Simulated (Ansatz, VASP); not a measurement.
# Ti in two plane-wave programs, part 2 of 2

One calculation is typed for both programs; each brings its own data sets. How far apart do they land? Of the first pair: The cell is taken from a series of runs on this material, whose earlier steps may have relaxed, scaled, displaced or heated it; both programs get it as it stands.

VASP 6.6.1 and Ansatz 0.2.0.

So far: Set-up; Ansatz: relaxation of cell and atoms, LDA, pair 1; VASP: relaxation of cell and atoms, LDA, pair 1; Comparison.

## (5) VASP: relaxation of cell and atoms, LDA, pair 2

Level of this step: LDA; plane waves and PAW (Ti_sv) (VASP).

The relaxed volume is the usual yardstick between codes: in a stiff, nearly cubic crystal its relative difference is about their pressure difference at one cell divided by the bulk modulus.

File INCAR:

```
SYSTEM = Ti
PREC = Accurate
ENCUT = 500
EDIFF = 1E-07
NELM = 120
ISMEAR = 1
SIGMA = 0.2
LREAL = .FALSE.
ALGO = Normal
GGA = PW92
NBANDS = 18
LASPH = .TRUE.
LORBIT = 11
LWAVE = .FALSE.
LCHARG = .FALSE.
ISIF = 3
IBRION = 2
NSW = 80
EDIFFG = -0.005
GGA_COMPAT = .FALSE.
NELMIN = 4
KPAR = 2
```

File POSCAR:

```
Ti
1.0
   -1.7448967296      1.7448967296      1.4333969604
    1.7448967296     -1.7448967296      1.4333969604
    3.2052289655      3.2052289655      0.0000000000
Ti
2
Direct
    0.9180271983      0.0819728017      0.0000000000
    0.5819729597      0.4180270403      0.5000000000
```

File KPOINTS:

```
Automatic mesh
0
Gamma
16 16 10
0 0 0
```

PAW data sets: Ti_sv (LDA family, release 64).

Launch:

```bash
$ mpirun -np 2 vasp_std
```

Numbers of over 12 decimals in the logs are rounded to 6 here.

The log of the run:

```text
[banner, memory and clock lines left out]
running    2 mpi-ranks, on    1 nodes
[...]
[... a notice as in an earlier step ...]

 LDA part: xc-table for (Slater(with rela. corr.)+PW92), standard interpolation
 POSCAR, INCAR and KPOINTS ok, starting setup
[...]
entering main loop
       N       E                     dE             d eps       ncg     rms          rms(c)
DAV:   1     0.239823069763E+03    0.23982E+03   -0.11755E+04 15776   0.158E+03
DAV:   2     0.862811381352E+01   -0.23119E+03   -0.22819E+03 15994   0.447E+02
DAV:   3    -0.181042751195E+02   -0.26732E+02   -0.26437E+02 29658   0.121E+02
DAV:   4    -0.189319407346E+02   -0.82767E+00   -0.82695E+00 17906   0.235E+01
[...]
DAV:  13    -0.170754767758E+02    0.31720E-06   -0.21015E-06 21322   0.111E-02    0.315E-03
DAV:  14    -0.170754769453E+02   -0.16957E-06   -0.62258E-07 16520   0.729E-03    0.137E-03
DAV:  15    -0.170754769463E+02   -0.93496E-09   -0.55554E-08  9984   0.176E-03
   1 F= -.17075477E+02 E0= -.17076900E+02  d E =-.170755E+02
[... from here on, the cycles between the ionic steps are left out ...]
   2 F= -.17075559E+02 E0= -.17076993E+02  d E =-.822154E-04
   3 F= -.17075559E+02 E0= -.17076992E+02  d E =-.822146E-04
   8 F= -.17075586E+02 E0= -.17077024E+02  d E =-.269220E-04
   9 F= -.17075586E+02 E0= -.17077024E+02  d E =-.270694E-04
  10 F= -.17075592E+02 E0= -.17077031E+02  d E =-.555591E-05
  11 F= -.17075599E+02 E0= -.17077039E+02  d E =-.128580E-04
  12 F= -.17075602E+02 E0= -.17077043E+02  d E =-.310656E-05
  13 F= -.17075610E+02 E0= -.17077053E+02  d E =-.110955E-04
  14 F= -.17075619E+02 E0= -.17077064E+02  d E =-.199356E-04
  15 F= -.17075620E+02 E0= -.17077066E+02  d E =-.208624E-04
  16 F= -.17075625E+02 E0= -.17077072E+02  d E =-.483137E-05
  17 F= -.17075634E+02 E0= -.17077083E+02  d E =-.145390E-04
  18 F= -.17075633E+02 E0= -.17077081E+02  d E =-.126508E-04
[...]
reached required accuracy - stopping structural energy minimisation
```

OUTCAR, selected parts (step 5):

```text
  Total       -0.0009953     -0.0009953      0.0027155      0.0015029      0.0000000      0.0000000
  in kB       -0.0496750     -0.0496750      0.1355230      0.0750041      0.0000000      0.0000000
  external PRESSURE =       0.0120577 kB  Pullay stress =       0.0000000 kB

 POSITION                                       TOTAL-FORCE (eV/Angst)
 -----------------------------------------------------------------------------------
     -1.45905      1.45905      1.42965        -0.001424      0.001424      0.000000
      1.30841      1.89508      1.42965         0.001424     -0.001424      0.000000
 -----------------------------------------------------------------------------------
    total drift:                               -0.000000      0.000000     -0.000000

  FREE ENERGIE OF THE ION-ELECTRON SYSTEM (eV)
  ---------------------------------------------------
  free  energy   TOTEN  =       -17.0756326014 eV

  energy  without entropy=      -17.0799770366  energy(sigma->0) =      -17.07708075

[... 1 part as in an earlier step ...]

[... 3 further parts left out ...]
[key lines of the parts left out:]
E-fermi :   8.9658
```

The run keeps the 8 symmetry operations of its start, so it cannot find a distortion of lower symmetry.

## (6) Ansatz: relaxation of cell and atoms, LDA, pair 2

Its own start cell and the same functional (in two slightly different forms), mesh and smearing now go to Ansatz, which takes its cutoff from its data sets.

The two relaxations start from unlike cells of this crystal, so only their ends are compared.

File input.yaml:

```yaml
crystal:
  lattice:
    - [-1.5821734396, 1.5821734396, 1.5821734396]
    - [1.5821734396, -1.5821734396, 1.5821734396]
    - [3.1643468792, 3.1643468792, 0.0]
  atoms:
    - { symbol: Ti, position: [-0.0491613271, 0.0491613271, 0.0] }
    - { symbol: Ti, position: [0.5491613271, 0.4508386729, 0.5] }
kpoints:
  mp_grid: { grid: [16, 16, 10] }
hamiltonian:
  xc: lda
  pseudopotentials: { kind: paw, azcp: { folder: soft_1 }, xc_functional: pbe }
scf:
  occupations: { method: methfessel_paxton, width: 0.2 }
output:
  forces: true
  stress: true
  eigenvalues: true
relax:
  adjacent_minimum: "off"
  f_tol: 0.002
  max_steps: 120
  cell: { stress_tol: 0.03 }
```

Launch:

```bash
$ ansatz run input.yaml --threads 8 --pin off --max-ram 16384MiB --backend cpu --events-out ev --progress --plain --runs-dir out
```

The log of the run:

```text
[...]
Crystal: 2 atoms, lattice volume = 31.685 Å³
Basis set: ecut = 420 eV, 633 PW (Γ)
Bands: 16, of which v1, the nominal top of the filled ones, is band 12 counted from 1 (11 counted from 0)
Symmetry: 8 space group operations
[...]
k-points: 438 of 2560
[...]
k-point 437: bands = [... 8 lower, 11.4538, 11.4538, 13.2789, 13.2789, 15.8053, 15.8053, 16.0431, 16.0431]
--- Relaxed structure (9 steps of the walk, 9 accepted, 2 SCFs on fresh bases) ---
[...]
cell:  # Å, volume = 32.1936 Å³
    - [-1.753424, 1.753424, 1.431767]
    - [1.753424, -1.753424, 1.431767]
    - [3.205906, 3.205906, 0]
  atoms:
    - { symbol: Ti, position: [-0.083290, 0.083290, 0.0] }
    - { symbol: Ti, position: [0.583290, 0.416710, 0.5] }
[key lines of the parts left out:]
SCF converged after 4 iterations
Free energy (F): -4900.616003 eV
Fermi energy:    14.211266 eV
P = ⅓ Tr σ = -0.0073 GPa (-0.073 kbar)
```

## (7) Differences

Compared:

```
                                         quantity  Ansatz   VASP  difference
                                      volume (Å³)   32.19  32.10     +0.28 %
edge a after relaxation, in the typed setting (Å)   2.863  2.861     +0.08 %
edge c after relaxation, in the typed setting (Å)   4.534  4.530     +0.08 %
```

## (8) VASP: relaxation of cell and atoms, LDA, pair 3

The relaxed volume is the usual yardstick between codes: in a stiff, nearly cubic crystal its relative difference is about their pressure difference at one cell divided by the bulk modulus. This pair takes another cell of the material, with 6 atoms against 2 for the pair before.

Edit INCAR of step 5 so:

```diff
@@ -10,3 +10,3 @@
 GGA = PW92
-NBANDS = 18
+NBANDS = 44
 LASPH = .TRUE.
```

File POSCAR:

```
Ti
1.0
    2.7896130000      0.0000000000      0.0000000000
    1.0840080000      5.1885620000      0.0000000000
    0.8988860000      1.3972000000      6.5975350000
Ti
6
Direct
    0.0000000000      0.0000000000      0.0000000000
    0.1784070833      0.1842078265      0.3376079096
    0.5000000000      0.5000000000      0.0000000000
    0.4892125464      0.3239894356      0.6680025949
    0.5107874536      0.6760105644      0.3319974051
    0.8215929167      0.8157921735      0.6623920904
```

File KPOINTS:

```
Automatic mesh
0
Gamma
14 8 6
0 0 0
```

Launch:

```bash
$ mpirun -np 2 vasp_std
```

The log of the run:

```text
[banner, memory and clock lines left out]
running    2 mpi-ranks, on    1 nodes
[...]
[... a notice as in an earlier step ...]

 LDA part: xc-table for (Slater(with rela. corr.)+PW92), standard interpolation
 POSCAR, INCAR and KPOINTS ok, starting setup
[...]
entering main loop
       N       E                     dE             d eps       ncg     rms          rms(c)
DAV:   1     0.980347059714E+03    0.98035E+03   -0.35569E+04 29920   0.202E+03
DAV:   2     0.760480921554E+02   -0.90430E+03   -0.89132E+03 29920   0.617E+02
DAV:   3    -0.400374398476E+02   -0.11609E+03   -0.11250E+03 46644   0.188E+02
DAV:   4    -0.554052388782E+02   -0.15368E+02   -0.15141E+02 44624   0.605E+01
[...]
DAV:  16    -0.509143515891E+02    0.41261E-05   -0.12493E-05 41728   0.306E-02    0.349E-03
DAV:  17    -0.509143515412E+02    0.47930E-07   -0.10271E-06 40616   0.732E-03    0.255E-03
DAV:  18    -0.509143515138E+02    0.27349E-07   -0.21900E-07 22528   0.434E-03
   1 F= -.50914352E+02 E0= -.50915676E+02  d E =-.509144E+02
[... from here on, the cycles between the ionic steps are left out ...]
   2 F= -.50914458E+02 E0= -.50915783E+02  d E =-.106551E-03
   3 F= -.50914592E+02 E0= -.50915917E+02  d E =-.240968E-03
   4 F= -.50914592E+02 E0= -.50915917E+02  d E =-.240800E-03
   5 F= -.50914598E+02 E0= -.50915924E+02  d E =-.557323E-05
[...]
trial-energy change:   -0.000006  1 .order   -0.000005   -0.000006   -0.000005
 step:   3.6476(harm=  3.6979)  dis= 0.00107  next Energy=   -50.914605 (dE=-0.125E-04)
 reached required accuracy - stopping structural energy minimisation
```

From OUTCAR (step 8):

```text
  Total        0.0007239     -0.0025815     -0.0120507      0.0032699     -0.0001229      0.0008478
  in kB        0.0121766     -0.0434210     -0.2026933      0.0549995     -0.0020668      0.0142602
  external PRESSURE =      -0.0779792 kB  Pullay stress =       0.0000000 kB

 POSITION                                       TOTAL-FORCE (eV/Angst)
 -----------------------------------------------------------------------------------
      0.89834      1.39608      6.59128         0.000000      0.000000     -0.000000
      0.99998      1.42643      2.22523        -0.003159      0.000989     -0.001035
      2.83394      3.98828      6.59129         0.000000      0.000000      0.000000
      2.31494      2.61191      4.40308        -0.000156     -0.004526      0.000263
      2.45459      3.96856      2.18822         0.000156      0.004526     -0.000263
      3.76955      5.15404      4.36607         0.003159     -0.000989      0.001035
 -----------------------------------------------------------------------------------
    total drift:                                0.000000      0.000000     -0.000000

  FREE ENERGIE OF THE ION-ELECTRON SYSTEM (eV)
  ---------------------------------------------------
  free  energy   TOTEN  =       -50.9145978874 eV

  energy  without entropy=      -50.9185763944  energy(sigma->0) =      -50.91592406

[... 1 part as in an earlier step ...]

[... 3 further parts left out ...]
[key lines of the parts left out:]
E-fermi :   8.8530
```

The run keeps the 2 symmetry operations of its start, so it cannot find a distortion of lower symmetry.

## (9) Ansatz: relaxation of cell and atoms, LDA, pair 3

The same cell, functional (in two slightly different forms), mesh and smearing now go to Ansatz, which takes its cutoff from its data sets.

The cell is taken from a series of runs on this material, whose earlier steps may have relaxed, scaled, displaced or heated it; both programs get it as it stands.

input.yaml, the sections that differ from step 6:

```yaml
crystal:
  lattice:
    - [2.7896126995, 0.0, 0.0]
    - [1.0840078875, 5.1885618561, 0.0]
    - [0.8988858529, 1.3971999585, 6.5975346586]
  atoms:
    - { symbol: Ti, position: [0.0, 0.0, 0.0] }
    - { symbol: Ti, position: [0.178406978, 0.1842078432, 0.3376078602] }
    - { symbol: Ti, position: [0.5, 0.5, 0.0] }
    - { symbol: Ti, position: [0.4892124813, 0.323989448, 0.6680025881] }
    - { symbol: Ti, position: [0.5107875187, 0.676010552, 0.3319974119] }
    - { symbol: Ti, position: [0.821593022, 0.8157921568, 0.6623921398] }
kpoints:
  mp_grid: { grid: [14, 8, 6] }
relax:
  adjacent_minimum: "off"
  f_tol: 0.001
  max_steps: 60
  cell: { stress_tol: 0.01 }
# hamiltonian, scf, output: as in step 6
```

Launch:

```bash
$ ansatz run input.yaml --threads 8 --pin off --max-ram 16384MiB --backend cpu --events-out ev --progress --plain --runs-dir out
```

The log of the run:

```text
[...]
Crystal: 6 atoms, lattice volume = 95.493 Å³
Basis set: ecut = 420 eV, 1871 PW (Γ)
Bands: 44, of which v1, the nominal top of the filled ones, is band 36 counted from 1 (35 counted from 0)
Symmetry: 2 space group operations
[...]
k-points: 340 of 672
[...]
- [2.789524, 6.719098467496759e-5, -0.000126079]
    - [1.084099, 5.188511, 0.000373806]
    - [0.898593, 1.397738, 6.597560]
  atoms:
    - { symbol: Ti, position: [0.0, 0.0, 0.0] }
    - { symbol: Ti, position: [0.178214, 0.184230, 0.337596] }
    - { symbol: Ti, position: [0.500000, 0.5, 0] }
    - { symbol: Ti, position: [0.489316, 0.323942, 0.668014] }
    - { symbol: Ti, position: [0.510684, 0.676058, 0.331986] }
    - { symbol: Ti, position: [0.821786, 0.815770, 0.662404] }
[key lines of the parts left out:]
SCF converged after 4 iterations
Free energy (F): -14701.531758 eV
Fermi energy:    14.160330 eV
P = ⅓ Tr σ = 0.0034 GPa (0.034 kbar)
```

## (10) Comparison

Both answers:

```csv
quantity,Ansatz,VASP,difference
volume (Å³),95.49,95.25,+0.25 %
"edge a after relaxation, in the typed setting (Å)",2.789,2.788,+0.07 %
"edge b after relaxation, in the typed setting (Å)",5.301,5.296,+0.08 %
"edge c after relaxation, in the typed setting (Å)",6.804,6.797,+0.10 %
```

## (11) Outcome

* difference in volume (relaxation of cell and atoms, LDA, pair 1): 0.27 %
* difference in volume (relaxation of cell and atoms, LDA, pair 2): 0.28 %
* difference in volume (relaxation of cell and atoms, LDA, pair 3): 0.25 %

The difference in volume is 0.28 % (relaxation of cell and atoms, LDA, pair 2), within the 1.2 % picked in this series as the mark of a large difference, as far as the stopping tolerances let one tell. 3 further runs of this series are not shown here. How closely two codes agree says nothing of how well the functional describes the real material.

[Lines on the potential files, build, host, timing and source positions are cut from VASP's logs without a mark.]

[Logs are printed without paths, hosts, clocks, repeated set-up lines and the standing remarks that a program may print on its own settings, such as how far it seeks lower states.]

[Hosts, paths, dates, database ids (printed as entryN), source tags and the programs' standing remarks are cut or masked in the printed files.]
